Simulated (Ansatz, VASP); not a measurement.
# TiC: VASP beside Ansatz, part 2 of 2

Aim: how closely do two programs agree when they are given the same cell, functional and k mesh? The cell is taken from a series of runs on this material, whose earlier steps may have relaxed, scaled, displaced or heated it; both programs get it as it stands.

VASP 6.6.1 and Ansatz 0.2.0.

So far: The structure; VASP: zone-centre phonons, PBEsol, pair 1.

### Step 3. Ansatz: zone-centre phonons, PBEsol, pair 1

Level of this step: Ansatz beside VASP: Kohn-Sham DFT, plane waves, PBEsol (Ansatz).

Ansatz runs on its PAW soft_1 files.

The same cell, functional, mesh and smearing now go to Ansatz, which takes its cutoff from its data sets.

input.yaml reads:

```yaml
crystal:
  lattice:
    - [0.0, 2.1249788839, 2.1563830248]
    - [2.1249788839, 0.0, 2.1563830248]
    - [2.1249788839, 2.1249788839, 0.0]
  atoms:
    - { symbol: C, position: [0.5, 0.5, 0.5] }
    - { symbol: Ti, position: [0.0, 0.0, 0.0] }
kpoints:
  mp_grid: { grid: [16, 16, 16] }
hamiltonian:
  xc: pbesol
  pseudopotentials: { kind: paw, azcp: { folder: soft_1 }, xc_functional: pbe }
scf:
  occupations: { method: methfessel_paxton, width: 0.2 }
output:
  eigenvalues: true
phonons:
  method: dfpt
```

Command:

```bash
$ ansatz run input.yaml --threads 4 --pin off --max-ram 10240MiB --backend cpu --events-out ev --progress --plain --runs-dir out
```

Numbers of over 12 decimals in the logs are rounded to 6 here.

The log of the run:

```text
zone centre: on kpoints.mp_grid the ground state, and the responses unless they are solved on pairs of k-points, stand on 621 of the mesh's 4096 k-points, reduced under 8 symmetry operations, with k and −k counted as one. Each operation leaves every solved displacement unchanged or reverses it
Engine: ansatz 0.2.0, x86_64-unknown-linux-gnu
Pseudopotentials: kind: paw
Pseudopotential: C, paw, valence charge 4, recommended cutoff 420 eV (normal), soft_1/C.paw.azcp
Pseudopotential: Ti, paw, valence charge 12, recommended cutoff 420 eV (normal), soft_1/Ti.paw.azcp
Functional definition: PBEsol
  exchange = pbesol_x
  correlation = pbesol_c
Crystal: 2 atoms, lattice volume = 19.474 Å³
Basis set: ecut = 420 eV, 363 PW (Γ), exchange–correlation on 48×48×48 points (8 copies of the dense FFT grid, shifted against one another)
Bands: 12, of which v1, the nominal top of the filled ones, is band 8 counted from 1 (7 counted from 0)
Symmetry: 16 space group operations
k-points: 621 of 4096 (irreducible under 8 space group operations)
Non-local potential: C, projectors of the file, l = 0: 2, l = 1: 2, l = 2: 1
Non-local potential: Ti, projectors of the file, l = 0: 3, l = 1: 2, l = 2: 3, l = 3: 1
PAW form: soft (Blöchl's): semilocal exchange-correlation on the pseudo side does not see the compensation charge
PAW frozen core: C, regenerated for the run's functional, and the local potential with it (the file was generated under x = pbe(κ = 0.804, μ = 0.219515), c = pbe(β = 0.066725))
PAW frozen core: Ti, regenerated for the run's functional, and the local potential with it (the file was generated under x = pbe(κ = 0.804, μ = 0.219515), c = pbe(β = 0.066725))
PAW one-centre angular grid: C, 110 points (default); XC on 64 Gauss nodes
PAW one-centre angular grid: Ti, 590 points (default); XC on 64 Gauss nodes
Initial density: superposition of atomic densities (chi_scale 0.1, normalization cell, long waves kept (reshape's long-wave potential 0.00 eV rms))
Initial wavefunctions: pseudopotential atomic-orbital guess
Functional: x = pbesol(κ = 0.804, μ = 0.123457), c = pbesol(β = 0.046)
SCF iter   1: F=—  HF=-2723.419629 eV  |F-HF|=—  |Δ(HF+E_count)|=         —  Δρ=1.40e-1  dr2=4.91e0  ethr=3.10e-3  ⟨swp⟩=4.3  Hψ=35478  notcnv=0
preconditioner: auto → none  [metal: Δε(μ)=0.030 eV  Ē_g=20.476 eV  σ=0.200 eV  W_gap=0.13  n_scr=8 (ndim 8)  ℏωp=31.5 eV  f_vac=0.000  D(μ)=0.22/eV (n_scr^D=0)  sad-step TF]
SCF iter   2: F=—  HF=-2722.922811 eV  |F-HF|=—  |Δ(HF+E_count)|=   4.97e-1  S|Δr|=    0.00e0  Δρ=9.87e-2  dr2=2.48e0  ethr=3.10e-3  ⟨swp⟩=2.0  Hψ=14832  notcnv=0
SCF iter   3: F=—  HF=-2722.419700 eV  |F-HF|=—  |Δ(HF+E_count)|=   5.03e-1  S|Δr|=    0.00e0  Δρ=8.35e-3  dr2=7.56e-3  ethr=3.10e-3  ⟨swp⟩=2.8  Hψ=15051  notcnv=0
SCF iter   4: F=—  HF=-2722.416702 eV  |F-HF|=—  |Δ(HF+E_count)|=   3.00e-3  S|Δr|=    0.00e0  Δρ=1.40e-3  dr2=1.56e-4  ethr=4.72e-5  ⟨swp⟩=2.0  Hψ=17862  notcnv=0
SCF iter   5: F=—  HF=-2722.416869 eV  |F-HF|=—  |Δ(HF+E_count)|=   1.67e-4  S|Δr|=    0.00e0  Δρ=3.69e-4  dr2=1.82e-5  ethr=9.78e-7  ⟨swp⟩=2.0  Hψ=9944  notcnv=0
SCF iter   6: F=—  HF=-2722.416869 eV  |F-HF|=—  |Δ(HF+E_count)|=   3.08e-8  S|Δr|=    0.00e0  Δρ=3.38e-5  dr2=1.93e-7  ethr=1.14e-7  ⟨swp⟩=2.1  Hψ=11888  notcnv=0
SCF iter   7: F=—  HF=-2722.416869 eV  |F-HF|=—  |Δ(HF+E_count)|=   1.18e-7  S|Δr|=    0.00e0  Δρ=2.49e-6  dr2=7.30e-10  ethr=1.21e-9  ⟨swp⟩=3.0  Hψ=12427  notcnv=0
SCF iter   8: F=—  HF=-2722.416869 eV  |F-HF|=—  |Δ(HF+E_count)|=  2.52e-10  S|Δr|=    0.00e0  Δρ=1.10e-6  dr2=2.38e-10  ethr=4.56e-12  ⟨swp⟩=2.3  Hψ=10698  notcnv=0
SCF iter   9: F=-2722.416869 eV  HF=-2722.416869 eV  |F-HF|=9.09e-13  |Δ(HF+E_count)|=  7.87e-11  S|Δr|=    0.00e0  Δρ=1.09e-7  dr2=2.69e-12  ethr=1.00e-12  ⟨swp⟩=3.5  Hψ=32230  notcnv=0
the search or the solves at the SCF's close seem to have found levels that the self-consistency loop had missed (the run counts 1). By its estimate they hold under 1e-12 electrons; where the run keeps them, the occupations were computed again with them
SCF 1 converged in 9 iterations: F = -2722.416869 eV  dr2 = 2.69e-12
  greatest PAW one-centre occupation: 0.998 electrons in one spin orbital (limit 2), on the Ti atom at site 1 (counted from 0), in its partial waves of l = 0
DFPT response loops at Γ: preconditioner auto → Kerker (q_TF=auto, 2.640 Å⁻¹) (partly filled bands, converged f_vac=0.000); β = 1.00, the filter's whole step (`scf.mixing.beta` (0.50) is not read by the response loops under this deck's `scf.mixing.preconditioner`; to damp them name `kerker` or `kerker_dos`, under which they read `scf.mixing.beta`, and type it under 1.00, their step now; both keys bind the ground state too); Broyden in place of MSR1
SCF converged after 9 iterations
Stability not checked: this state was not tested for a lower state beside it, because cold or Methfessel-Paxton smearing, or corrected tetrahedra, fill the levels in a way that the test cannot read (fill_not_monotonic; see scf.lower_state_search)
Free energy (F): -2722.416869 eV
Harris-Foulkes:  -2722.416869 eV  (|F-HF|=9.09e-13)
Internal energy: -2722.416652 eV  (E = F + TS)
E sigma→0 (E₀):  -2722.416815 eV
Entropy (-TS):   -0.000217 eV (-0.108 meV/atom)
Fermi energy:    15.241117 eV
--- Per-component energies (eV) ---
  E_band       = -100.411923
  E_kinetic    = 368.201652
  E_local      = -804.280877  (includes V_loc(G=0)·N_el)
  E_nonlocal   = 84.694216
  E_hartree    = 318.197686
  E_xc         = -164.051973
  E_vxc        = -205.611791  (∫ρ·V_xc dr)
  E_paw        = -1112.357956  (= ΣΔE_a)
  E_vpaw       = -179.810484  (= ΣTr[D̂ρ^β])
  E_aug_tail   = -0.000065  (compensation charges beyond the density's cutoff)
  E_ewald      = -1412.979819
  E_core_change = 0.160485  (= ΣΔE_core)
  E_smearing   = -0.000217  (= −TS)
  E_closure    = -0.000000  (closes the sum)
  Σ components = -2722.416869   (vs F -2722.416869, Δ=0.00e0)
--- Band table (eV; the first three rows and the last of 621) ---
  k-point 0: bands = [... 4 lower, 2.6859, 15.8522, 15.9703, 15.9703, 16.9671, 17.0157, 17.0321, 17.0321]
  k-point 1: bands = [... 4 lower, 2.7800, 15.4696, 15.6914, 15.7785, 16.2981, 16.3414, 17.2609, 18.0511]
  k-point 2: bands = [... 4 lower, 3.0562, 14.5705, 14.9098, 14.9816, 16.3704, 16.4090, 17.6126, 19.1626]
  k-point 620: bands = [... 4 lower, 4.9902, 11.6655, 13.4614, 15.3371, 15.3371, 18.1550, 18.9934, 18.9934]
--- Phonons (Γ-DFPT): 4 representative perturbations + reference, on 621 of 4096 k-points (Σ response iterations 12) ---
  k mesh reduced under 8 symmetry operations, with k and −k counted as one. Each operation leaves every solved displacement unchanged or reverses it
  ASR residual: 5.618e-5 → 0.000e0 eV/Å²; symmetrization residual: 1.803e-7 eV/Å²
  ASR residual per site (eV/Å²): 1.67e-5 5.62e-5
  Γ frequencies (cm⁻¹): 0.00 0.00 0.00 534.75 570.47 570.47
  non-analytic LO–TO correction: not included (Born effective charges unavailable; polar crystals: no LO–TO splitting at Γ)
```

### Step 4. Side by side

Known differences besides the potentials themselves: the cutoff is 420 eV in Ansatz and 600 eV in VASP; Ansatz makes its cores anew for this functional, VASP keeps those of its PBE data sets. Total energies have different zeros and are not compared.

Both answers:

```
                  quantity  Ansatz   VASP  difference
     optical mode 1 (cm⁻¹)   534.8  535.4     -0.11 %
optical mode 2 to 3 (cm⁻¹)   570.5  571.5     -0.18 %
```

Modes are paired by rising frequency, not by their patterns, so a pair may set unlike modes beside each other; they are those without the splitting of longitudinal modes.

### Step 5. Ansatz: zone-centre phonons, PBEsol, pair 2

Second derivatives magnify differences that forces hide, and they need a tight electronic threshold. The cell compared in this pair holds 20.09 Å³, against 19.47 Å³ for the pair before.

The cell is taken from a series of runs on this material, whose earlier steps may have relaxed, scaled, displaced or heated it; both programs get it as it stands.

input.yaml, the sections that differ from step 3:

```yaml
crystal:
  lattice:
    - [0.0, 2.1679077502, 2.1369442017]
    - [2.1679077502, 0.0, 2.1369442017]
    - [2.1679077502, 2.1679077502, 0.0]
  atoms:
    - { symbol: C, position: [0.5, 0.5, 0.5] }
    - { symbol: Ti, position: [0.0, 0.0, 0.0] }
# kpoints, hamiltonian, scf, output, phonons: as in step 3
```

The log of the run:

```text
[...]
Crystal: 2 atoms, lattice volume = 20.087 Å³
Basis set: ecut = 420 eV, 403 PW (Γ), exchange–correlation on 48×48×48 points (8 copies of the dense FFT grid, shifted against one another)
Bands: 12, of which v1, the nominal top of the filled ones, is band 8 counted from 1 (7 counted from 0)
Symmetry: 16 space group operations
k-points: 621 of 4096 (irreducible under 8 space group operations)
[...]
k-point 1: bands = [... 4 lower, 2.3773, 14.9364, 15.1483, 15.2319, 15.7315, 15.7733, 16.6671, 17.4286]
  k-point 2: bands = [... 4 lower, 2.6432, 14.0566, 14.3916, 14.4568, 15.8020, 15.8386, 16.9984, 18.5021]
  k-point 620: bands = [... 4 lower, 4.6131, 11.3610, 12.9865, 14.6215, 14.6215, 17.5077, 18.3099, 18.3099]
[...]
ASR residual: 4.641e-5 → 0.000e0 eV/Å²; symmetrization residual: 2.849e-7 eV/Å²
  ASR residual per site (eV/Å²): 1.63e-5 4.64e-5
  Γ frequencies (cm⁻¹): 0.00 0.00 0.00 515.75 515.75 549.63
[...]
[key lines of the parts left out:]
SCF converged after 9 iterations
Free energy (F): -2722.417387 eV
Fermi energy:    14.702150 eV
```

### Step 6. VASP: zone-centre phonons, PBEsol, pair 2

The same cell, functional, mesh and smearing now go to VASP, with its own data sets.

INCAR reads:

```
SYSTEM = TiC
PREC = Accurate
ENCUT = 600
EDIFF = 1E-08
NELM = 120
ISMEAR = 1
SIGMA = 0.2
LREAL = .FALSE.
ALGO = Normal
GGA = PS
NBANDS = 14
LASPH = .TRUE.
LORBIT = 11
LWAVE = .FALSE.
LCHARG = .FALSE.
ISIF = 2
IBRION = 8
GGA_COMPAT = .FALSE.
KPAR = 2
```

POSCAR reads:

```
TiC
1.0
    0.0000000000      2.1679077502      2.1369442017
    2.1679077502      0.0000000000      2.1369442017
    2.1679077502      2.1679077502      0.0000000000
C Ti
1 1
Direct
    0.5000000000      0.5000000000      0.5000000000
    0.0000000000      0.0000000000      0.0000000000
```

KPOINTS reads:

```
Automatic mesh
0
Gamma
16 16 16
0 0 0
```

PAW data sets: C and Ti_sv (PBE family, release 64).

Command:

```bash
$ mpirun -np 2 vasp_std
```

The log of the run:

```text
[banner, memory and clock lines left out]
running    2 mpi-ranks, on    1 nodes
[...]
[... a notice as in an earlier step ...]

 LDA part: xc-table for (Slater+PW92), standard interpolation
 POSCAR, INCAR and KPOINTS ok, starting setup
[...]
entering main loop
       N       E                     dE             d eps       ncg     rms          rms(c)
DAV:   1     0.126796082951E+03    0.12680E+03   -0.89286E+03  9778   0.151E+03
DAV:   2    -0.163771244868E+02   -0.14317E+03   -0.13493E+03 10294   0.372E+02
DAV:   3    -0.248244100348E+02   -0.84473E+01   -0.82447E+01 12948   0.870E+01
DAV:   4    -0.251849516866E+02   -0.36054E+00   -0.36029E+00 12148   0.163E+01
[...]
DAV:  15    -0.197955123699E+02    0.12606E-06   -0.18127E-07 13156   0.738E-03    0.171E-03
DAV:  16    -0.197955123161E+02    0.53808E-07   -0.56409E-08 11254   0.247E-03    0.282E-04
DAV:  17    -0.197955123188E+02   -0.27130E-08   -0.14109E-09  6194   0.378E-04
   1 F= -.19795512E+02 E0= -.19795426E+02  d E =-.259202E-03
[...]
RMM:  32    -0.678295706731E+00   -0.97098E-08   -0.15620E-07 21048   0.200E-04    0.123E-05
RMM:  33    -0.678295707890E+00   -0.11596E-08   -0.20221E-07 26355   0.179E-04    0.140E-05
RMM:  34    -0.678295705907E+00    0.19830E-08   -0.66919E-08 17813   0.159E-04    0.152E-05
 first order change of Fermi-energy   0.41846E-03
 force on displaced ion       2 direction 1 :  -9.430   0.000   0.000
 Linear response progress:
  Degree of freedom:   4/  4
       N       E                     dE             d eps       ncg     rms          rms(c)
RMM:   1    -0.685178134000E+00   -0.68518E+00    0.69535E+00  9910   0.139E+02
RMM:   2    -0.659227319027E+00    0.25951E-01   -0.24483E-01 16570   0.497E+00    0.230E-01
RMM:   3    -0.657520992366E+00    0.17063E-02   -0.18740E-02 19413   0.116E+00    0.113E-01
RMM:   4    -0.656617698203E+00    0.90329E-03   -0.81464E-03 21174   0.525E-01    0.224E-02
[...]
RMM:  23    -0.657871867678E+00   -0.25021E-07   -0.84809E-07 19434   0.589E-04    0.526E-05
RMM:  24    -0.657871864717E+00    0.29605E-08   -0.62111E-07 18509   0.526E-04    0.549E-05
RMM:  25    -0.657871874832E+00   -0.10115E-07   -0.50199E-07 21809   0.471E-04    0.551E-05
 first order change of Fermi-energy  -0.38349E-03
 force on displaced ion       2 direction 3 :   0.000   0.000 -10.724
 Linear response finished
```

Parts of OUTCAR (step 6):

```text
  Total       -0.7071295     -0.7071295      0.0326425      0.0000000      0.0000000     -0.0000000
  in kB      -56.4033364    -56.4033364      2.6036892      0.0000000      0.0000000     -0.0000000
  external PRESSURE =     -36.7343279 kB  Pullay stress =       0.0000000 kB

 POSITION                                       TOTAL-FORCE (eV/Angst)
 -----------------------------------------------------------------------------------
      2.16791      2.16791      2.13694        -0.000000      0.000000      0.000000
      0.00000      0.00000      0.00000         0.000000     -0.000000     -0.000000
 -----------------------------------------------------------------------------------
    total drift:                                0.000000     -0.000000     -0.000000

[... 1 part as in an earlier step ...]

[... 1 further part left out ...]
```

### Step 7. Differences

The two programs side by side:

```
                  quantity  Ansatz   VASP  difference
optical mode 1 to 2 (cm⁻¹)   515.8  516.6     -0.17 %
     optical mode 3 (cm⁻¹)   549.6  550.6     -0.18 %
```

Modes are paired by rising frequency, not by their patterns, so a pair may set unlike modes beside each other; they are those without the splitting of longitudinal modes.

### Step 8. Outcome

| Quantity | Value |
| --- | --- |
| r.m.s. difference of the optical zone-centre modes, each program's sorted by frequency (zone-centre phonons, PBEsol, pair 1) | 0.92 cm⁻¹ |
| r.m.s. difference of the optical zone-centre modes, each program's sorted by frequency (zone-centre phonons, PBEsol, pair 2) | 0.92 cm⁻¹ |

In words: The r.m.s. difference of the optical zone-centre modes, each program's sorted by frequency is 0.92 cm⁻¹ (zone-centre phonons, PBEsol, pair 1). Such differences can come from data sets, numerical settings and the points named under the comparisons, not from the functional's error against experiment.

[Lines on the potential files, build, host, timing and source positions are cut from VASP's logs without a mark.]

[Logs are printed without paths, hosts, clocks, repeated set-up lines and the standing remarks that a program may print on its own settings, such as how far it seeks lower states.]

[Hosts, paths, dates, database ids (printed as entryN), source tags and the programs' standing remarks are cut or masked in the printed files.]
